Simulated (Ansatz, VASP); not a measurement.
# TaF3: VASP beside Ansatz

```xyz
4
Lattice="4.3320 0.0000 0.0000 -2.1660 3.7516 0.0000 0.0000 0.0000 2.9110" Properties=species:S:1:pos:R:3 pbc="T T T"
Ta    0.0000    0.0000    1.4555
F     2.1660    0.0000    1.4555
F    -1.0830    1.8758    1.4555
F     1.0830    1.8758    1.4555
```

Alike in both runs: functional PBE; k mesh 12 × 12 × 16; occupations gaussian, width 0.1 eV; no spin polarisation.

Ansatz relaxed the structure, and its values are those at the end. VASP's run is a single point on that final structure, the one shown.

|  | VASP | Ansatz |
| --- | --- | --- |
| version | VASP 6.6.1 | Ansatz 0.2.0 |
| potentials or method | VASP PAW PBE potentials, release 64 (Ta_pv, F) | scalar-relativistic, plane waves, PAW |
| plane-wave cutoff (eV) | 520 | 420 |
| valence electrons in the cell | 32 | 34 |

```csv
,VASP,Ansatz,Ansatz less VASP
gap on the k mesh at the Fermi level (eV),none,none,-
pressure (GPa),-0.1,0.0,+0.15
```

A gap of «none» marks a metal or a gap that the smearing closes. With one functional, cell and mesh, what is left measures potentials, basis and numerics. The two sets of potentials don't hold the same shells in valence.

Spin-orbit coupling is left out, which matters for the levels of Ta.
